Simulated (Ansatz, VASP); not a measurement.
# SiO2 in two plane-wave programs

Aim: how closely do two programs agree when they are given the same cell, functional and k mesh? The cell is taken from a series of runs on this material, whose earlier steps may have relaxed, scaled, displaced or heated it; both programs get it as it stands.

Main program and level: Ansatz 0.2.0; plane waves, with VASP 6.6.1 beside it; zone-centre phonons at LDA.

### Step 1. The structure

Symmetry: P4_2/mnm, No. 136, tetragonal system. The conventional cell has a = 4.090 Å, b = 4.090 Å, c = 2.637 Å, α = 90.00°, β = 90.00°, γ = 90.00°. Nearest to O lie 3 Si at 1.74 to 1.76 Å. Nearest to Si lie 6 O at 1.74 to 1.76 Å. Farther neighbours and most contacts between anions are not listed.

As a file:

```xyz
6
Lattice="4.0896 0.0000 0.0000 0.0000 4.0896 0.0000 0.0000 0.0000 2.6372" Properties=species:S:1:pos:R:3 pbc="T T T"
O     2.8456    2.8456    0.0000
O     0.8008    3.2888    1.3186
O     1.2440    1.2440    0.0000
O     3.2888    0.8008    1.3186
Si    2.0448    2.0448    1.3186
Si    0.0000    0.0000    0.0000
```

### Step 2. VASP: zone-centre phonons, LDA

Second derivatives magnify differences that forces hide, and they need a tight electronic threshold.

Lines of VASP's logs that name or quote its potential files are left out, and so is its time.

Contents of INCAR:

```
SYSTEM = SiO2
PREC = Accurate
ENCUT = 600
EDIFF = 1E-08
NELM = 120
ISMEAR = 0
SIGMA = 0.01
LREAL = .FALSE.
ALGO = Normal
GGA = CA
NBANDS = 22
LORBIT = 11
LWAVE = .FALSE.
LCHARG = .FALSE.
ISIF = 2
IBRION = 8
LEPSILON = .TRUE.
LASPH = .TRUE.
GGA_COMPAT = .FALSE.
EFERMI = MIDGAP
KPAR = 2
```

Contents of POSCAR:

```
SiO2
1.0
    4.0895990294      0.0000000000      0.0000000000
    0.0000000000      4.0895990294      0.0000000000
    0.0000000000      0.0000000000      2.6371532597
O Si
4 2
Direct
    0.6958257099      0.6958257099      0.0000000000
    0.1958257099      0.8041742901      0.5000000000
    0.3041742901      0.3041742901      0.0000000000
    0.8041742901      0.1958257099      0.5000000000
    0.5000000000      0.5000000000      0.5000000000
    0.0000000000      0.0000000000      0.0000000000
```

Contents of KPOINTS:

```
Automatic mesh
0
Gamma
8 8 8
0 0 0
```

Potentials, in the order of the species: O and Si (LDA family, release 64).

Started as:

```
$ mpirun -np 2 vasp_std
```

Numbers of over 12 decimals in the logs are rounded to 6 here.

The log of the run:

```text
[banner, memory and clock lines left out]
running    2 mpi-ranks, on    1 nodes
 distrk:  each k-point on    1 cores,    2 groups
 distr:  one band on    1 cores,    1 groups

 POSCAR found type information on POSCAR O Si
 POSCAR found :  2 types and       6 ions
 LDA part: xc-table for (Slater(with rela. corr.)+CA(PZ))
 , standard interpolation
 POSCAR, INCAR and KPOINTS ok, starting setup
 FFT: planning ... GRIDC
 FFT: planning ... GRID_SOFT
 FFT: planning ... GRID
 WAVECAR not read
 entering main loop
       N       E                     dE             d eps       ncg     rms          rms(c)
DAV:   1     0.161124409045E+03    0.16112E+03   -0.19855E+04  3332   0.159E+03
DAV:   2    -0.496448527072E+02   -0.21077E+03   -0.20347E+03  4212   0.329E+02
DAV:   3    -0.568958351885E+02   -0.72510E+01   -0.72285E+01  4200   0.608E+01
DAV:   4    -0.569471119587E+02   -0.51277E-01   -0.51250E-01  4128   0.591E+00
DAV:   5    -0.569475768014E+02   -0.46484E-03   -0.46481E-03  4116   0.536E-01    0.190E+01
DAV:   6    -0.520035321096E+02    0.49440E+01   -0.17039E+01  3954   0.282E+01    0.916E+00
DAV:   7    -0.519299036540E+02    0.73628E-01   -0.63786E-01  3930   0.514E+00    0.320E+00
DAV:   8    -0.518999560931E+02    0.29948E-01   -0.23687E-02  3966   0.144E+00    0.109E+00
DAV:   9    -0.518948650425E+02    0.50911E-02   -0.51507E-03  3996   0.604E-01    0.222E-01
DAV:  10    -0.518948699117E+02   -0.48692E-05   -0.14279E-04  4044   0.101E-01    0.572E-02
DAV:  11    -0.518948693756E+02    0.53616E-06   -0.17563E-05  4098   0.317E-02    0.137E-02
DAV:  12    -0.518948691351E+02    0.24053E-06   -0.77001E-07  3966   0.788E-03    0.493E-03
DAV:  13    -0.518948691239E+02    0.11185E-07   -0.31516E-07  4110   0.409E-03    0.108E-03
DAV:  14    -0.518948691232E+02    0.70395E-09   -0.12517E-08  2580   0.913E-04
   1 F= -.51894869E+02 E0= -.51894869E+02  d E =0.000000E+00
 Linear response reoptimize wavefunctions to high precision
DAV:   1    -0.518948691229E+02    0.26603E-09   -0.12143E-09  2676   0.291E-04
DAV:   2    -0.518948691229E+02    0.63665E-11   -0.94519E-11  2382   0.795E-05
 Linear response G [H, r] |phi>, progress :
  Direction:   1
       N       E                     dE             d eps       ncg     rms
RMM:   1    -0.140337300314E+03   -0.14034E+03   -0.49582E-01  7475   0.988E+01
RMM:   2    -0.116630632471E+03    0.23707E+02   -0.94975E+00  5519   0.218E+01
RMM:   3    -0.116663225991E+03   -0.32594E-01   -0.10738E-01  5745   0.209E+00
RMM:   4    -0.116664139560E+03   -0.91357E-03   -0.14561E-03  6057   0.246E-01
RMM:   5    -0.116664170084E+03   -0.30524E-04   -0.19545E-05  6102   0.343E-02
RMM:   6    -0.116664172748E+03   -0.26639E-05    0.21370E-06  6176   0.592E-03
RMM:   7    -0.116664173017E+03   -0.26906E-06    0.88049E-07  6086   0.228E-03
RMM:   8    -0.116664173134E+03   -0.11625E-06    0.98407E-07  4788   0.178E-03
RMM:   9    -0.116664173300E+03   -0.16685E-06    0.92716E-07  4043   0.173E-03
RMM:  10    -0.116664173335E+03   -0.34763E-07   -0.22871E-05  3823   0.173E-03
RMM:  11    -0.116664173596E+03   -0.26117E-06   -0.36959E-05  3802   0.175E-03
 Linear response G [H, r] |phi>, progress :
  Direction:   2
       N       E                     dE             d eps       ncg     rms
RMM:   1    -0.139938580958E+03   -0.13994E+03    0.48157E+01  7466   0.998E+01
RMM:   2    -0.112965538806E+03    0.26973E+02   -0.10642E+01  5536   0.234E+01
RMM:   3    -0.113014465144E+03   -0.48926E-01   -0.11259E-01  5770   0.219E+00
RMM:   4    -0.113015604676E+03   -0.11395E-02   -0.16042E-03  6053   0.263E-01
RMM:   5    -0.113015639360E+03   -0.34684E-04   -0.76901E-05  6151   0.359E-02
RMM:   6    -0.113015642286E+03   -0.29265E-05   -0.58481E-05  6202   0.630E-03
RMM:   7    -0.113015642956E+03   -0.66948E-06   -0.63929E-05  6097   0.253E-03
RMM:   8    -0.113015643444E+03   -0.48783E-06   -0.66207E-05  4907   0.202E-03
RMM:   9    -0.113015642955E+03    0.48829E-06   -0.89859E-05  4061   0.197E-03
RMM:  10    -0.113015643439E+03   -0.48362E-06   -0.87822E-05  3895   0.198E-03
RMM:  11    -0.113015643608E+03   -0.16937E-06   -0.79648E-05  3881   0.200E-03
 Linear response G [H, r] |phi>, progress :
  Direction:   3
       N       E                     dE             d eps       ncg     rms
RMM:   1    -0.135567041107E+03   -0.13557E+03    0.33551E+01  7176   0.957E+01
 LRF_COMMUTATOR internal error: the vector H(1)-e(1) S(1) |phi(0)> is not orthog
 onal to |phi(0)> (-1.110113053182094E-004,6.064593272014918E-014)
 LRF_COMMUTATOR internal error: the vector H(1)-e(1) S(1) |phi(0)> is not orthog
 onal to |phi(0)> (1.110113051783213E-004,-6.425415755018093E-015)
 LRF_COMMUTATOR internal error: the vector H(1)-e(1) S(1) |phi(0)> is not orthog
 onal to |phi(0)> (-1.192363799206175E-004,-3.608224830031759E-016)
 LRF_COMMUTATOR internal error: the vector H(1)-e(1) S(1) |phi(0)> is not orthog
 onal to |phi(0)> (1.192363798479534E-004,-7.725764472610308E-014)
[...]
RMM:   5    -0.320638696811E+00   -0.14846E-07   -0.41159E-08  5432   0.710E-04
RMM:   6    -0.320638697274E+00   -0.46273E-09   -0.13899E-08  3903   0.163E-04
 change of polarisation eV/A/(eV/A) component  3 :    -0.056    -0.046     0.641
 dielectric tensor                  component  3 :    -0.228    -0.189     3.631
 Linear response to external field, progress :
  Direction:   1
[...]
RMM:   4    -0.319489981542E+00   -0.84816E-02   -0.96231E-03  5598   0.607E-01    0.537E-02
RMM:   5    -0.320356628992E+00   -0.86665E-03   -0.12790E-04  5818   0.871E-02    0.101E-02
RMM:   6    -0.320459982113E+00   -0.10335E-03   -0.18496E-06  6010   0.840E-03    0.497E-03
RMM:   7    -0.320512697351E+00   -0.52715E-04   -0.23608E-07  6014   0.257E-03    0.293E-04
RMM:   8    -0.320520662990E+00   -0.79656E-05    0.34200E-08  6045   0.428E-04    0.124E-04
RMM:   9    -0.320521130995E+00   -0.46800E-06   -0.11828E-08  4991   0.178E-04    0.137E-05
RMM:  10    -0.320521245897E+00   -0.11490E-06   -0.27066E-08  2894   0.873E-05    0.693E-06
 change of polarisation eV/A/(eV/A) component  3 :    -0.055    -0.045     0.605
 dielectric tensor                  component  3 :    -0.224    -0.186     3.484
 Linear response DOF=           4
 Linear response progress:
  Degree of freedom:   1/  4
       N       E                     dE             d eps       ncg     rms          rms(c)
RMM:   1    -0.378021162448E+00   -0.37802E+00    0.31930E-01 14015   0.383E+00
RMM:   2    -0.369483501088E+00    0.85377E-02   -0.90407E-03 12996   0.613E-01    0.253E-01
RMM:   3    -0.370516584726E+00   -0.10331E-02   -0.16055E-03 11921   0.232E-01    0.137E-01
RMM:   4    -0.372462892965E+00   -0.19463E-02   -0.12534E-03 12640   0.188E-01    0.374E-02
RMM:   5    -0.372570565331E+00   -0.10767E-03   -0.40790E-05 13414   0.395E-02    0.921E-03
RMM:   6    -0.372632360879E+00   -0.61796E-04   -0.19329E-06 13751   0.622E-03    0.314E-03
RMM:   7    -0.372621017756E+00    0.11343E-04    0.34674E-08 13368   0.280E-03    0.684E-04
RMM:   8    -0.372625146391E+00   -0.41286E-05   -0.11622E-07 13907   0.890E-04    0.200E-04
RMM:   9    -0.372624696620E+00    0.44977E-06    0.35418E-08 13783   0.283E-04    0.626E-05
RMM:  10    -0.372625138356E+00   -0.44174E-06   -0.10883E-08 13966   0.138E-04    0.143E-05
RMM:  11    -0.372625084830E+00    0.53526E-07    0.36425E-08 13882   0.762E-05    0.288E-06
RMM:  12    -0.372625120295E+00   -0.35465E-07    0.91220E-09 13280   0.657E-05    0.996E-07
RMM:  13    -0.372625117674E+00    0.26213E-08    0.14585E-08 10642   0.638E-05    0.261E-07
 first order change of Fermi-energy   0.72147E+00
 force on displaced ion       1 direction 1 : -25.608 -13.144   0.000
 Born effective charge ion    1 direction 1 :  -1.879  -0.529   0.000
 Linear response progress:
  Degree of freedom:   2/  4
       N       E                     dE             d eps       ncg     rms          rms(c)
RMM:   1    -0.354319570962E+00   -0.35432E+00    0.35452E-01 12072   0.385E+00
RMM:   2    -0.347316119385E+00    0.70035E-02   -0.77353E-03 11070   0.570E-01    0.249E-01
RMM:   3    -0.348624634988E+00   -0.13085E-02   -0.96534E-04  9910   0.200E-01    0.132E-01
RMM:   4    -0.350998248510E+00   -0.23736E-02   -0.99480E-04 10175   0.194E-01    0.236E-02
RMM:   5    -0.350905592071E+00    0.92656E-04   -0.44527E-05 11579   0.394E-02    0.278E-03
RMM:   6    -0.350956729592E+00   -0.51138E-04   -0.98119E-07 11998   0.567E-03    0.107E-03
RMM:   7    -0.350948729027E+00    0.80006E-05   -0.32096E-08 11892   0.131E-03    0.172E-04
RMM:   8    -0.350949801076E+00   -0.10720E-05   -0.78176E-09 12096   0.230E-04    0.745E-05
RMM:   9    -0.350949987249E+00   -0.18617E-06   -0.14365E-08 12151   0.947E-05    0.107E-05
RMM:  10    -0.350950207035E+00   -0.21979E-06   -0.25347E-08 11289   0.679E-05    0.600E-06
RMM:  11    -0.350950192155E+00    0.14880E-07   -0.28209E-08 11445   0.573E-05    0.790E-07
RMM:  12    -0.350950191734E+00    0.42164E-09   -0.28236E-08  8961   0.557E-05    0.182E-07
 first order change of Fermi-energy   0.20901E-03
 force on displaced ion       1 direction 3 :  -0.003  -0.003 -22.689
 Born effective charge ion    1 direction 3 :  -0.000  -0.000  -2.001
 Linear response progress:
  Degree of freedom:   3/  4
       N       E                     dE             d eps       ncg     rms          rms(c)
RMM:   1    -0.334989134843E-01   -0.33499E-01    0.14158E-01 21859   0.200E+00
RMM:   2    -0.244724941544E-01    0.90264E-02   -0.44020E-03 12957   0.518E-01    0.181E-01
RMM:   3    -0.238074187672E-01    0.66508E-03   -0.34599E-04 13282   0.110E-01    0.111E-01
RMM:   4    -0.233991887446E-01    0.40823E-03   -0.45942E-04 13272   0.133E-01    0.152E-02
RMM:   5    -0.233933088012E-01    0.58799E-05   -0.85504E-06 13431   0.195E-02    0.766E-03
RMM:   6    -0.233898500810E-01    0.34587E-05   -0.15424E-06 13420   0.824E-03    0.130E-03
RMM:   7    -0.233918281111E-01   -0.19780E-05    0.61364E-08 13578   0.119E-03    0.559E-04
RMM:   8    -0.233932100080E-01   -0.13819E-05    0.58869E-08 13663   0.419E-04    0.923E-05
RMM:   9    -0.233934025191E-01   -0.19251E-06   -0.13194E-07 13700   0.111E-04    0.340E-05
RMM:  10    -0.233934220111E-01   -0.19492E-07   -0.19835E-07 13749   0.478E-05    0.672E-06
RMM:  11    -0.233934240024E-01   -0.19913E-08   -0.14767E-07 13780   0.262E-05    0.203E-06
RMM:  12    -0.233934215390E-01    0.24634E-08   -0.92458E-08 12713   0.202E-05    0.533E-07
 first order change of Fermi-energy  -0.50668E-05
 force on displaced ion       5 direction 1 : -36.664  -6.164   0.000
 Born effective charge ion    5 direction 1 :   3.758  -0.318   0.000
 Linear response progress:
  Degree of freedom:   4/  4
       N       E                     dE             d eps       ncg     rms          rms(c)
RMM:   1    -0.197671608169E-01   -0.19767E-01    0.36793E-02 10347   0.128E+00
RMM:   2    -0.169412358454E-01    0.28259E-02   -0.11222E-03  7713   0.235E-01    0.210E-01
RMM:   3    -0.168658218061E-01    0.75414E-04   -0.14437E-04  7901   0.711E-02    0.124E-01
RMM:   4    -0.169825068980E-01   -0.11669E-03   -0.19292E-04  7853   0.792E-02    0.104E-02
RMM:   5    -0.169519379306E-01    0.30569E-04   -0.37903E-06  7936   0.133E-02    0.219E-03
RMM:   6    -0.169515139974E-01    0.42393E-06    0.23308E-07  8138   0.121E-03    0.586E-04
RMM:   7    -0.169496434651E-01    0.18705E-05    0.95137E-08  8178   0.566E-04    0.110E-04
RMM:   8    -0.169494419849E-01    0.20148E-06    0.15117E-08  8155   0.101E-04    0.492E-05
RMM:   9    -0.169494836446E-01   -0.41660E-07   -0.74827E-09  8296   0.337E-05    0.277E-06
RMM:  10    -0.169494764252E-01    0.72195E-08   -0.13538E-08  7693   0.189E-05    0.115E-06
 first order change of Fermi-energy  -0.21950E-05
 force on displaced ion       5 direction 3 :   0.000  -0.000 -26.921
 Born effective charge ion    5 direction 3 :   0.000   0.000   4.002
 Born effective charges drift removed
 Linear response finished
```

(Continued in part 2 of 3.)

[Lines on the potential files, build, host, timing and source positions are cut from VASP's logs without a mark.]

[Logs are printed without paths, hosts, clocks, repeated set-up lines and the standing remarks that a program may print on its own settings, such as how far it seeks lower states.]

[Hosts, paths, dates, database ids (printed as entryN), source tags and the programs' standing remarks are cut or masked in the printed files.]
